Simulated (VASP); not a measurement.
Energy against volume of LiF (rock salt). These are optB88-vdW, VASP's PBE PAW potentials (set 64) (plane waves; VASP) values and carry that method's errors. Settings: 520 eV cut-off, 11×11×11 Γ-centred mesh, Gaussian smearing of 0.050 eV, potentials Li_sv F.

```tsv
V (Å³/atom)	E (eV/atom)
7.640	-3.54293
7.884	-3.54958
8.128	-3.55220
8.372	-3.55136
```

**Question.** Fit these four points and predict the energy of the run at 8.616 Å³/atom.

**Answer.** A cubic in V^(−2/3), the third-order Birch-Murnaghan form, passes through the four points with V0 = 8.19 Å³/atom and B0 = 73 GPa, and gives -3.5476 eV/atom there. The run gave -3.5477 eV/atom, -0.1 meV/atom from the fit; all five points give B0 = 72 GPa.

The compound is LiF in the rock salt structure. It was relaxed first.
